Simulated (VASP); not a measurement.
A convergence study with VASP on WSe2 (atoms displaced from the space group 194 structure): one setting is varied, all else stays as given below, so the limit is that of these other settings. The cell's lengths are 1 % over those of the tabulated start and one atom is moved, so it is off equilibrium.

```
CELL_PARAMETERS angstrom
      1.65640    -2.86897     0.00000
      1.65640     2.86897     0.00000
      0.00000     0.00000    13.08960
ATOMIC_POSITIONS crystal
  W  0.33333 0.66667 0.25000
  W  0.66667 0.33333 0.75000
  Se 0.33333 0.66667 0.87900
  Se 0.66667 0.33333 0.37900
  Se 0.66667 0.33333 0.12100
  Se 0.35163 0.68496 0.62100
```

These are LDA (Ceperley-Alder, Perdew-Zunger), VASP's LDA PAW potentials (set 64) (plane waves; VASP 6.6.1) values and carry that method's errors. The tightest run used: 1000 eV cut-off, 9×9×2 Γ-centred mesh, Gaussian smearing of 0.050 eV, potentials W_sv Se.

Unless said otherwise, spin-orbit coupling is left out, though it shifts the bands of the heavy elements here. Gaps are read on the run's mesh, which can miss a band edge.

| setting | E (eV/atom) | pressure (GPa) | largest force (eV/Å) | gap on the mesh (eV) | plane waves |
|---|---|---|---|---|---|
| ENCUT = 150 | -8.0506 | -37.52 | 1.067 | 1.062 | 549 |
| ENCUT = 250 | -8.0593 | -6.62 | 0.779 | 1.011 | 1150 |
| ENCUT = 350 | -8.0597 | -6.36 | 0.784 | 1.010 | 1878 |

Question: These are the cheaper rows. Estimate the results at ENCUT = 1000, and how far the last row shown lies from them.

Answer: 
```tsv
quantity	tightest run	last row shown is off by
E (eV/atom)	-8.0603	0.0006
pressure (GPa)	-6.24	-0.11
largest force (eV/Å)	0.786	-0.003
gap on the mesh (eV)	1.011	0.000
```

Left out are rungs that failed or repeat a setting and relaxations that didn't move; long series are thinned to 24 rows.

The compound is WSe2 in the 2H layered structure. The cell was not relaxed at this level, it is distorted from the ideal structure.
